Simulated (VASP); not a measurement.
InSe (space group P6_3/mmc): the formation energy from VASP (plane waves, PAW) at several levels of theory. The references are the elements' solids at the same level; no temperature or zero-point terms are added.  Without a dispersion term in the relaxation, distances and binding between the weakly bound layers, chains or molecules are unreliable, and so is what depends on them.

```
level   formation energy (eV/atom)
------  --------------------------
PBEsol                      -0.480
r2SCAN                      -0.679
```

The cell of the PBEsol run:

```xyz
8
Lattice="4.0054 0.0000 0.0000 -2.0027 3.4688 0.0000 0.0000 0.0000 16.9830" Properties=species:S:1:pos:R:3 pbc="T T T"
In     0.0000     2.3125     5.6333
In     2.0027     1.1563    11.3497
In     2.0027     1.1563    14.1248
In     0.0000     2.3125     2.8582
Se     0.0000     2.3125    10.0657
Se     2.0027     1.1563     6.9173
Se     2.0027     1.1563     1.5742
Se     0.0000     2.3125    15.4088
```

Only levels that ran to the end are used. Left out are those held back, those with too coarse a band path, GW runs whose mesh misses a band edge, hybrids' fits of cells that aren't cubic and levels without matching references; a question may draw on a part of the rest.
